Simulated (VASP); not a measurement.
# LiBe (P2_1/m) in VASP: equation of state

How stiff is LiBe in PBE, and what volume does it want? The cell is scaled to several volumes.

Everything below comes from runs of VASP 6.6.1. Logs are shortened: lines on timing, memory, paths and dates and some standing lists are left out, and cuts for length are marked.

### 1 The structure

The structure is monoclinic, space group P2_1/m (No. 11). The conventional cell has a = 2.296 Å, b = 3.613 Å, c = 5.528 Å, α = 90.00°, β = 94.17°, γ = 90.00°. Be (site symmetry m) has 6 Be at 2.28 to 2.32 Å and 3 Li at 2.33 to 2.56 Å as nearest neighbours. Li (site symmetry m) has 2 Li at 2.30 Å and 3 Be at 2.33 to 2.56 Å as nearest neighbours.

The cell comes from a database or a generator and needn't be the stable form of this composition.

### 2 Equation of state, PBE, 10.75 Å³/atom (volume scaled by 0.94)

Input file INCAR:

```
ALGO = Normal
EDIFF = 1E-7
ENCUT = 520
GGA = PE
ISIF = 2
ISMEAR = -1
LASPH = True
LCHARG = False
LREAL = False
LWAVE = False
NBANDS = 13
NELM = 80
PREC = Accurate
SIGMA = 0.05
```

Input file KPOINTS:

```
k-points
0
Gamma
  11 7 5
```

Input file POSCAR:

```
LiBe
1.0
    2.2491161419      0.0000000000      0.0000000000
    0.0000000000      3.5390222252      0.0000000000
   -0.3935413937      0.0000000000      5.4009734732
Be Li
2 2
Direct
    0.2435819200      0.7500000000      0.4238283600
    0.7564180800      0.2500000000      0.5761716400
    0.2631524400      0.7500000000      0.8451422600
    0.7368475600      0.2500000000      0.1548577400
```

Potentials or basis: VASP PAW PBE potentials, release 64 (Be, Li_sv).

The run is started by

```console
$ cat potpaw_PBE.64/Be/POTCAR potpaw_PBE.64/Li_sv/POTCAR > POTCAR
$ mpirun -np 1 vasp_std > vasp.out
```

OUTCAR:

```text
EDIFF = 1E-7
   ENCUT = 520
   GGA = PE
   ISIF = 2
   ISMEAR = -1
   LASPH = True
   LREAL = False
   NELM = 80
   PREC = Accurate

 Found    112 irreducible k-points:

 Following reciprocal coordinates:
            Coordinates               Weight
  0.000000  0.000000  0.000000      1.000000
  0.090909  0.000000  0.000000      2.000000
  0.181818  0.000000 -0.000000      2.000000
  0.272727  0.000000  0.000000      2.000000
  0.363636  0.000000  0.000000      2.000000
  0.454545  0.000000  0.000000      2.000000
   k-points           NKPTS =    112   k-points in BZ     NKDIM =    112   number of bands    NBANDS=     13
   number of dos      NEDOS =    301   number of ions     NIONS =      4
   total plane-waves  NPLWV =  20160
   dimension x,y,z NGX =    18 NGY =   28 NGZ =   40
   dimension x,y,z NGXF=    36 NGYF=   56 NGZF=   80
   ions per type =               2   2
   NGX,Y,Z   is equivalent  to a cutoff of  13.30, 13.15, 12.28 a.u.
   NGXF,Y,Z  is equivalent  to a cutoff of  26.61, 26.31, 24.56 a.u.
 SYSTEM =  unknown system
   PREC   = accura    normal or accurate (medium, high low for compatibility)
   ISTART =      0    job   : 0-new  1-cont  2-samecut
   ICHARG =      2    charge: 1-file 2-atom 10-const
   ISPIN  =      1    spin polarized calculation?
   LNONCOLLINEAR =      F non collinear calculations
   LSORBIT =      F    spin-orbit coupling
   LASPH  =      T    aspherical Exc in radial PAW
   ENCUT  =  520.0 eV  38.22 Ry    6.18 a.u.   4.18  6.58 10.07*2*pi/ulx,y,z
   NELM   =     80;   NELMIN=  2; NELMDL= -5     # of ELM steps
   EDIFF  = 0.1E-06   stopping-criterion for ELM
   LREAL  =      F    real-space projection
   EDIFFG = 0.1E-05   stopping-criterion for IOM
   NSW    =      0    number of steps for IOM
   IBRION =     -1    ionic relax: 0-MD 1-quasi-New 2-CG
   NFREE  =      0    steps in history (QN), initial steepest desc. (CG)
   ISIF   =      2    stress and relaxation
   ISYM   =      2    0-nonsym 1-usesym 2-fastsym
   POTIM  = 0.5000    time-step for ionic-motion
   TEBEG  =    0.0;   TEEND  =   0.0 temperature during run
   PSTRESS=    0.0 pullay stress
   NELECT =      10.0000    total number of electrons
   NUPDOWN=      -1.0000    fix difference up-down
   EMIN   =  10.00;   EMAX   =-10.00  energy-range for DOS
   EFERMI =   0.00;   METHOD = LEGACY
   ISMEAR =    -1;   SIGMA  =   0.05  broadening in eV -4-tet -1-fermi 0-gaus
   EFERMI_NEDOS =   21; number of points for ismear=-14 and -15
   IALGO  =     38    algorithm
   IMIX   =      4    mixing-type and parameters
     AMIX     =   0.40;   BMIX     =  1.00
     AMIX_MAG =   1.60;   BMIX_MAG =  1.00
  volume/ion in A,a.u.               =      10.75        72.53
  Fermi-wavevector in a.u.,A,eV,Ry     =   1.006821  1.902617 13.792080  1.013689
  Thomas-Fermi vector in A             =   2.139588
   LORBIT       =      0    0 simple, 1 ext, 2 COOP (PROOUT), +10 PAW based schemes
   GGA     = PE    functional components
   LHFCALC =     F    Hartree Fock is set to
   AEXX    =    0.0000 exact exchange contribution
   IVDW    =     0    specifies the selected vdW correction
   LEPSILON=     F    determine dielectric tensor
   LRPA    =     F    only Hartree local field effects (RPA)
 non-spin polarized calculation
  energy-cutoff  :      520.00
  volume of cell :       42.99
 maximum number of plane-waves:      1177
 NGX is ok and might be reduce to    18
   NGX =  9   NGY = 13   NGZ = 21

 number of electron      10.0000000 magnetization

 number of electron       9.9999998 magnetization

 Free energy of the ion-electron system (eV)
  ---------------------------------------------------
  ext. energy  EPLUGINS =         0.00000000
  ---------------------------------------------------
  free energy    TOTEN  =       -10.68005031 eV

  energy without entropy =      -10.67052768  energy(sigma->0) =      -10.67528900

 E-fermi :   3.5068     XC(G=0):  -9.1228

 val. band max:        3.5008766953   @ k =  -0.2727   0.1429   0.2000
 cond. band min:       3.5077665583   @ k =  -0.2727   0.4286   0.4000
 fundamental gap:      0.0068898631
 Fermi energy:         3.5068379693

 k-point     1 :       0.0000    0.0000    0.0000
  band No.  band energies     occupation
      1     -42.6031      2.00000
      2     -42.5494      2.00000
      3      -4.2470      2.00000
      4       0.3585      2.00000
      5       1.3048      2.00000
      6       2.7082      2.00000
      7       8.1468      0.00000
      8       9.3998      0.00000
      9       9.6632      0.00000
     10      10.5305      0.00000
     11      14.2252      0.00000
     12      14.6685      0.00000
     13      16.7103      0.00000

 k-point     2 :       0.0909    0.0000    0.0000
  band No.  band energies     occupation
      1     -42.5919      2.00000
      2     -42.5402      2.00000
      3      -4.0718      2.00000
      4       0.5461      2.00000
      5       1.5009      2.00000
      6       2.9463      1.99997
      7       8.1595      0.00000
      8       9.5723      0.00000
      9       9.9641      0.00000
     10      10.7247      0.00000
     11      13.9085      0.00000
     12      14.5184      0.00000
     13      14.5912      0.00000
[... 33 lines left out ...]
 k-point     5 :       0.3636    0.0000    0.0000
  band No.  band energies     occupation
      1     -42.4814      2.00000
      2     -42.4557      2.00000
      3      -1.4518      2.00000
      4       2.9422      1.99998
      5       4.0525      0.00004
      6       4.4145      0.00000
      7       6.4894      0.00000
      8      10.6308      0.00000
      9      11.6222      0.00000
     10      12.1989      0.00000
     11      12.4223      0.00000
     12      13.0990      0.00000
     13      13.4518      0.00000

 k-point     6 :       0.4545    0.0000    0.0000
  band No.  band energies     occupation
      1     -42.4565      2.00000
      2     -42.4405      2.00000
      3       0.1065      2.00000
      4       1.9641      2.00000
      5       3.9985      0.00011
      6       5.2109      0.00000
      7       8.5732      0.00000
      8       9.3696      0.00000
      9      10.6216      0.00000
     10      11.0120      0.00000
     11      12.8354      0.00000
     12      13.5563      0.00000
     13      14.4369      0.00000

 [... further k-points ...]

------------------------ aborting loop because EDIFF is reached ----------------------------------------

  FORCE on cell =-STRESS in cart. coord.  units (eV):
  Direction    XX          YY          ZZ          XY          YZ          ZX
  --------------------------------------------------------------------------------------
  -------------------------------------------------------------------------------------
  Total        0.7663236      1.0182973      0.8930359      0.0000000      0.0000000      0.1256745
  in kB       28.5598265     37.9505388     33.2822203      0.0000000      0.0000000      4.6837151
  external PRESSURE =      33.2641952 kB  Pullay stress =       0.0000000 kB

 VOLUME and BASIS-vectors are now :
 -----------------------------------------------------------------------------
  energy-cutoff  :      520.00
  volume of cell :       42.99
      direct lattice vectors                 reciprocal lattice vectors
     2.249116142  0.000000000  0.000000000     0.444619102  0.000000000  0.032397127
     0.000000000  3.539022225  0.000000000     0.000000000  0.282563922  0.000000000
    -0.393541394  0.000000000  5.400973473     0.000000000  0.000000000  0.185151807

 POSITION                                       TOTAL-FORCE (eV/Angst)
 -----------------------------------------------------------------------------------
      0.38105      2.65427      2.28909        -0.002252      0.000000     -0.131036
      1.47452      0.88476      3.11189         0.002252      0.000000      0.131036
      0.25926      2.65427      4.56459        -0.002173      0.000000      0.076677
      1.59631      0.88476      0.83638         0.002173     -0.000000     -0.076677
 -----------------------------------------------------------------------------------
    total drift:                                0.000000      0.000000     -0.000000

  FREE ENERGIE OF THE ION-ELECTRON SYSTEM (eV)
  ---------------------------------------------------
  free  energy   TOTEN  =       -10.6800503128 eV

  energy  without entropy=      -10.6705276823  energy(sigma->0) =      -10.67528900
```

Wall time 30 s (1 thread of AMD EPYC 9R45 (Zen 5), shared host); peak memory 0.15 GiB.

Results:

```yaml
Free_energy: -10.6801 eV
Largest_force: 0.131 eV/Å
Band_gap_on_the_k_mesh: none (metal or under the smearing width)
```

Caveat: the cutoff is under 1.25 times the usual one of these potentials, so pressure, stress and relaxed cells hold a basis-set (Pulay) error.

### 3 Equation of state, PBE, 10.98 Å³/atom (volume scaled by 0.96)

Input file INCAR:

```
SYSTEM = LiBe
PREC = Accurate ; ENCUT = 520
EDIFF = 1E-7 ; ISMEAR = -1
SIGMA = 0.05 ; LREAL = .False.
LASPH = .True. ; NELM = 80
ALGO = Normal ; ISIF = 2
LWAVE = .False. ; LCHARG = .False.
GGA = PE ; NBANDS = 13
```

Input file KPOINTS:

```
regular mesh
0
Gamma
  11 7 5
  0 0 0
```

Input file POSCAR:

```
LiBe
1.0
    2.2649555098      0.0000000000      0.0000000000
    0.0000000000      3.5639457380      0.0000000000
   -0.3963129033      0.0000000000      5.4390097508
Be Li
2 2
Direct
    0.2435819200      0.7500000000      0.4238283600
    0.7564180800      0.2500000000      0.5761716400
    0.2631524400      0.7500000000      0.8451422600
    0.7368475600      0.2500000000      0.1548577400
```

Potentials or basis: VASP PAW PBE potentials, release 64 (Be, Li_sv).

The run is started by

```console
$ cat potpaw_PBE.64/Be/POTCAR potpaw_PBE.64/Li_sv/POTCAR > POTCAR
$ mpirun -np 1 vasp_std > vasp.out
```

Wall time 31 s (1 thread of AMD EPYC 9R45 (Zen 5), shared host); peak memory 0.15 GiB.

The run converged. Its results:

```yaml
Free_energy: -10.6961 eV
Largest_force: 0.094 eV/Å
Band_gap_on_the_k_mesh: none (metal or under the smearing width)
```

Caveat: the cutoff is under 1.25 times the usual one of these potentials, so pressure, stress and relaxed cells hold a basis-set (Pulay) error.

### 4 Equation of state, PBE, 11.20 Å³/atom (volume scaled by 0.98)

Input file INCAR:

```
ALGO     = Normal         # electronic algorithm
EDIFF    = 1E-7           # SCF threshold, eV
ENCUT    = 520            # plane-wave cutoff, eV
GGA      = PE             # functional
ISIF     = 2              # what is computed and relaxed
ISMEAR   = -1             # smearing method
LASPH    = True           # aspherical terms in the spheres
LCHARG   = False          # write CHGCAR
LREAL    = False          # projectors in reciprocal space
LWAVE    = False          # write WAVECAR
NBANDS   = 13             # bands
NELM     = 80             # most SCF steps
PREC     = Accurate       # precision mode
SIGMA    = 0.05           # smearing width, eV
```

Input file KPOINTS:

```
k-points
0
Gamma
  11 7 5
```

Input file POSCAR:

```
LiBe
1.0
    2.2805763863      0.0000000000      0.0000000000
    0.0000000000      3.5885254509      0.0000000000
   -0.3990461821      0.0000000000      5.4765213483
Be Li
2 2
Direct
    0.2435819200      0.7500000000      0.4238283600
    0.7564180800      0.2500000000      0.5761716400
    0.2631524400      0.7500000000      0.8451422600
    0.7368475600      0.2500000000      0.1548577400
```

The run is started by

```console
$ cat potpaw_PBE.64/Be/POTCAR potpaw_PBE.64/Li_sv/POTCAR > POTCAR
$ mpirun -np 1 vasp_std > vasp.out
```

It took 34 s on 1 thread of AMD EPYC 9R45 (Zen 5), shared host; peak memory 0.15 GiB.

It converged, with:

```
Free energy            : -10.7052 eV
Largest force          : 0.059 eV/Å
Band gap on the k mesh : none (metal or under the smearing width)
```

Caveat: the cutoff is under 1.25 times the usual one of these potentials, so pressure, stress and relaxed cells hold a basis-set (Pulay) error.

### 5 Equation of state, PBE, 11.66 Å³/atom (volume scaled by 1.02)

Input file INCAR:

```
SYSTEM = LiBe
PREC = Accurate
ENCUT = 520
EDIFF = 1E-7
ISMEAR = -1
SIGMA = 0.05
LREAL = .FALSE.
LASPH = .TRUE.
NELM = 100
ALGO = Normal
ISIF = 2
LWAVE = .FALSE.
LCHARG = .FALSE.
GGA = PE
NBANDS = 13
```

Input file KPOINTS:

```
Automatic mesh
0
G
  11 7 5
  0 0 0
```

Input file POSCAR:

```
LiBe
1.0
    2.3111918030      0.0000000000      0.0000000000
    0.0000000000      3.6366993262      0.0000000000
   -0.4044031459      0.0000000000      5.5500404747
Be Li
2 2
Direct
    0.2435819200      0.7500000000      0.4238283600
    0.7564180800      0.2500000000      0.5761716400
    0.2631524400      0.7500000000      0.8451422600
    0.7368475600      0.2500000000      0.1548577400
```

The run is started by

```console
$ cat potpaw_PBE.64/Be/POTCAR potpaw_PBE.64/Li_sv/POTCAR > POTCAR
$ mpirun -np 1 vasp_std > vasp.out
```

Wall time 34 s (1 thread of AMD EPYC 9R45 (Zen 5), shared host); peak memory 0.15 GiB.

It converged, with:

```
Free energy            : -10.7044 eV
Largest force          : 0.026 eV/Å
Band gap on the k mesh : none (metal or under the smearing width)
```

Caveat: the cutoff is under 1.25 times the usual one of these potentials, so pressure, stress and relaxed cells hold a basis-set (Pulay) error.

### 6 Equation of state, PBE, 11.89 Å³/atom (volume scaled by 1.04)

Input file INCAR:

```
  PREC = Accurate
  ENCUT = 520
  EDIFF = 1E-7
  ISMEAR = -1
  SIGMA = 0.05
  LREAL = False
  LASPH = True
  NELM = 100
  ALGO = Normal
  ISIF = 2
  LWAVE = False
  LCHARG = False
  GGA = PE
  NBANDS = 13
```

Input file KPOINTS:

```
regular mesh
0
Gamma
  11 7 5
```

Input file POSCAR:

```
LiBe
1.0
    2.3261999626      0.0000000000      0.0000000000
    0.0000000000      3.6603149186      0.0000000000
   -0.4070292140      0.0000000000      5.5860807084
Be Li
2 2
Direct
    0.2435819200      0.7500000000      0.4238283600
    0.7564180800      0.2500000000      0.5761716400
    0.2631524400      0.7500000000      0.8451422600
    0.7368475600      0.2500000000      0.1548577400
```

Potentials or basis: VASP PAW PBE potentials, release 64 (Be, Li_sv).

The run is started by

```console
$ cat potpaw_PBE.64/Be/POTCAR potpaw_PBE.64/Li_sv/POTCAR > POTCAR
$ mpirun -np 1 vasp_std > vasp.out
```

Wall time 30 s (1 thread of AMD EPYC 9R45 (Zen 5), shared host); peak memory 0.15 GiB.

It converged, with:

- Free energy: -10.6957 eV
- Largest force: 0.048 eV/Å
- Band gap on the k mesh: none (metal or under the smearing width)

Caveat: the cutoff is under 1.25 times the usual one of these potentials, so pressure, stress and relaxed cells hold a basis-set (Pulay) error.

### 7 Equation of state, PBE, 12.12 Å³/atom (volume scaled by 1.06)

Input file INCAR:

```
PREC = Accurate
ENCUT = 520
EDIFF = 1E-7
ISMEAR = -1
SIGMA = 0.05
LREAL = F
LASPH = T
NELM = 60
ALGO = Normal
ISIF = 2
LWAVE = F
LCHARG = F
GGA = PE
NBANDS = 13
```

Input file KPOINTS:

```
Automatic mesh
0
Gamma
  11 7 5
```

Input file POSCAR:

```
LiBe
1.0
    2.3410169223      0.0000000000      0.0000000000
    0.0000000000      3.6836296549      0.0000000000
   -0.4096218266      0.0000000000      5.6216617996
Be Li
2 2
Direct
    0.2435819200      0.7500000000      0.4238283600
    0.7564180800      0.2500000000      0.5761716400
    0.2631524400      0.7500000000      0.8451422600
    0.7368475600      0.2500000000      0.1548577400
```

The run is started by

```console
$ cat potpaw_PBE.64/Be/POTCAR potpaw_PBE.64/Li_sv/POTCAR > POTCAR
$ mpirun -np 1 vasp_std > vasp.out
```

Run time: 28 s. Hardware: 1 thread of AMD EPYC 9R45 (Zen 5), shared host; peak memory 0.16 GiB.

The run converged. Its results:

* Free energy: -10.6821 eV
* Largest force: 0.068 eV/Å
* Band gap on the k mesh: none (metal or under the smearing width)

Caveat: the cutoff is under 1.25 times the usual one of these potentials, so pressure, stress and relaxed cells hold a basis-set (Pulay) error.

### 8 Equation of state, PBE

Potentials or basis: VASP PAW PBE potentials, release 64 (Be, Li_sv).

This step only gathers the single runs of the series.

What came out:

* Equilibrium volume: 11.42 Å³/atom
* Bulk modulus at fixed shape and positions: 52 GPa
* Pressure derivative of the bulk modulus: 3.5

Energy against volume, from the lowest point:
| volume (Å³/atom) | energy (meV/atom) |
| --- | --- |
| 10.747 | 6.92 |
| 10.976 | 2.90 |
| 11.205 | 0.64 |
| 11.434 | 0.00 |
| 11.662 | 0.82 |
| 11.891 | 3.00 |
| 12.120 | 6.41 |

Caveat: the cutoff is under 1.25 times the usual one of these potentials, so pressure, stress and relaxed cells hold a basis-set (Pulay) error; the cell was scaled at fixed shape and fractional positions, which overstates the stiffness of a crystal with free parameters, most of all of layers and chains.
